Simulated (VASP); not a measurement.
The cell holds one AgI (wurtzite) (1 0 -1 0) slab, with vacuum along c, ions free to move until forces fall under 0.03 eV/Å, no reconstruction beyond this cell, dipole correction on. Ionisation potential and electron affinity count from the cell's own band edges, surface states included.

Here is the system:

```xyz
12
Lattice="7.4478 0.0000 0.0000 0.0000 4.5623 0.0000 0.0000 0.0000 26.7629" Properties=species:S:1:pos:R:3 pbc="T T T"
Ag     0.4103     0.0000    17.0563
Ag     3.4680     2.2812    16.7114
Ag     7.4016     2.2812    14.0765
Ag     3.6777     0.0000    12.6864
Ag     7.1919     0.0000    10.0515
Ag     4.1342     2.2812     9.7066
I      2.8651     0.0000    18.1368
I      6.3852     2.2812    16.6645
I      2.7440     2.2812    14.0284
I      6.4679     0.0000    12.7345
I      2.6613     0.0000    10.0984
I      6.5890     2.2812     8.6262
```

Level of theory: PBEsol GGA, VASP's PBE PAW potentials (set 64) (plane waves; VASP). Numerical set-up: 400 eV cut-off, 3×5×1 Γ-centred mesh, Gaussian smearing of 0.050 eV, potentials Ag I.

Slab and bulk use different k-meshes, so the surface energy is good to a few per cent at best. Unless said otherwise, spin-orbit coupling is left out, though it shifts the bands of the heavy elements here.

The surface energy is 7 meV/Å^2. The ionisation potential is 5.41 eV and the electron affinity comes out as 3.83 eV. The band gap (on the k-mesh) is 1.59 eV.

The cell is a thin slab with vacuum, built from AgI (wurtzite): (100) face.
